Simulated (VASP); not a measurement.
OSZICAR of a VASP run on GaN (zinc blende):

### OSZICAR
```
       N       E                     dE             d eps       ncg     rms          rms(c)
DAV:   1     0.891543813613E+02    0.89154E+02   -0.98778E+03  1275   0.246E+03
DAV:   2    -0.860537975973E+01   -0.97760E+02   -0.92728E+02  1420   0.365E+02
DAV:   3    -0.157453351405E+02   -0.71400E+01   -0.70991E+01  1377   0.881E+01
DAV:   4    -0.158543727077E+02   -0.10904E+00   -0.10892E+00  1456   0.117E+01
DAV:   5    -0.158560625750E+02   -0.16899E-02   -0.16899E-02  1297   0.134E+00    0.737E+00
DAV:   6    -0.139576543993E+02    0.18984E+01   -0.60730E+00  1801   0.483E+01    0.270E+00
DAV:   7    -0.139267523103E+02    0.30902E-01   -0.27899E-01  1255   0.763E+00    0.167E+00
DAV:   8    -0.139036421807E+02    0.23110E-01   -0.95829E-02  1282   0.372E+00    0.773E-01
DAV:   9    -0.138990052902E+02    0.46369E-02   -0.17414E-02  1689   0.292E+00    0.236E-01
DAV:  10    -0.138992272763E+02   -0.22199E-03   -0.18190E-03  1534   0.661E-01    0.123E-01
DAV:  11    -0.138991143698E+02    0.11291E-03   -0.43512E-04  1816   0.456E-01    0.182E-02
DAV:  12    -0.138991160141E+02   -0.16444E-05   -0.32013E-05  1257   0.665E-02    0.401E-03
DAV:  13    -0.138991161838E+02   -0.16965E-06   -0.14201E-06  1459   0.105E-02    0.639E-03
DAV:  14    -0.138991161483E+02    0.35508E-07   -0.13334E-07   956   0.329E-03
   1 F= -.13899116E+02 E0= -.13899116E+02  d E =-.509798E-13
```

**Question.** Which electronic solver shows in the log?

**Answer.** It is blocked Davidson (ALGO = Normal, or the opening steps of other solvers). The INCAR had ALGO = Normal.

**Question.** Can the final energy be trusted as converged?

**Answer.** The run converged. It stopped with EDIFF = 1E-7, NELM = 100 (LDA (Ceperley-Alder, Perdew-Zunger), plane waves, VASP's LDA PAW potentials (set 64)).

The compound is GaN in the zinc blende structure, a metastable form; wurtzite is the usual one. This cell is one point of a volume scan, at 1.06 of the reference volume.
